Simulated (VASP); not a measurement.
Shape and ions are relaxed at each volume.

Input:

```
Ti
1.0
    1.46620    -2.53953     0.00000
    1.46620     2.53953     0.00000
    0.00000     0.00000     4.62646
Ti
2
Direct
  0.33333   0.66667   0.25000
  0.66667   0.33333   0.75000
```

Computed with r2SCAN+rVV10, VASP's PBE PAW potentials (set 64) (plane waves; VASP). Run with 520 eV cut-off, 14×14×8 Γ-centred mesh, first-order Methfessel-Paxton smearing of 0.10 eV, potentials Ti_sv.

### Question
Give the energy at these volumes per atom, relative to the lowest: 16.19, 16.71, 17.23, 17.74, 18.26 Å³.

### Answer
25.4, 6.1, 0.0, 5.5, 21.2 meV/atom. A third-order Birch-Murnaghan fit gives B0 = 120 GPa and B0′ = 3.5.

Measured: bulk modulus 108 GPa at 0 K (computed value off by +10.4 %), as given by Vázquez-Parga, Fernández-Martínez, Viñes, J. Chem. Theory Comput. (2023), doi:10.1021/acs.jctc.3c00612, Supporting … [zero-point energy and finite temperature contributions removed].

The compound is Ti in the hcp structure. It was relaxed first.
